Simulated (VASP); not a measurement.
The system is Sn2HBr3.

```
Sn H Br
1.0
     3.99708    0.00000    0.00000
     0.00000    3.99708    0.00000
     0.00000    0.00000    8.96486
Sn H Br
2 1 3
Direct
  0.50000 0.00000 0.73448
  0.00000 0.50000 0.26552
  0.50000 0.50000 0.00000
  0.50000 0.00000 0.38616
  0.00000 0.50000 0.61384
  0.00000 0.00000 0.00000
```

The cell was built by a generator and needn't be a form met in nature.

```yaml
Program: VASP 6.6.1
Task: relaxation of cell and atoms
Functional: PBE
Potentials_or_basis: VASP PAW PBE potentials, release 64 (Sn_d, H, Br)
Cutoff: 520 eV
k_mesh: 4 × 4 × 2
Occupations: gaussian, width 0.15 eV
Spin: no spin polarisation
```

At the start: pressure 4.0 GPa; volume 23.87 Å³/atom.

**Question.** How do energy, volume and symmetry change on relaxing?

**Answer.** Over 11 steps the energy falls by 219.6 meV/atom and the volume is 26.23 Å³/atom (+9.9 %); space group P-4m2 (No. 115, to 0.05 Å).

Step by step:
| step | energy change (eV) | largest force (eV/Å) | pressure (GPa) | volume (Å³) |
| --- | --- | --- | --- | --- |
| 1 | 0.0000 | 1.7688 | 3.98 | 143.23 |
| 2 | -0.7024 | 1.2051 | -0.21 | 155.66 |
| 3 | -0.9509 | 0.6344 | -2.98 | 170.91 |
| 4 | -1.2212 | 0.4040 | -1.03 | 161.45 |
| 5 | -1.2430 | 0.4141 | -0.14 | 158.09 |
| 6 | -1.2429 | 0.3986 | 0.11 | 157.83 |
| 7 | -1.2657 | 0.3343 | -0.01 | 157.69 |
| 8 | -1.3058 | 0.0878 | -0.05 | 157.26 |
| 9 | -1.3116 | 0.0776 | 0.00 | 157.07 |
| 10 | -1.3122 | 0.0806 | 0.04 | 156.98 |
| 11 | -1.3176 | 0.0601 | -0.11 | 157.38 |

Final structure:
```cif
data_structure
_symmetry_space_group_name_H-M 'P 1'
_symmetry_Int_Tables_number 1
_cell_length_a 4.3867
_cell_length_b 4.3867
_cell_length_c 8.1787
_cell_angle_alpha 90.000
_cell_angle_beta 90.000
_cell_angle_gamma 90.000
_cell_volume 157.38
loop_
_atom_site_label
_atom_site_type_symbol
_atom_site_fract_x
_atom_site_fract_y
_atom_site_fract_z
_atom_site_occupancy
Sn1 Sn 0.50000 0.00000 0.77121 1
Sn2 Sn 0.00000 0.50000 0.22879 1
H1 H 0.50000 0.50000 0.00000 1
Br1 Br 0.50000 0.00000 0.35706 1
Br2 Br 0.00000 0.50000 0.64294 1
Br3 Br 0.00000 0.00000 0.00000 1
```
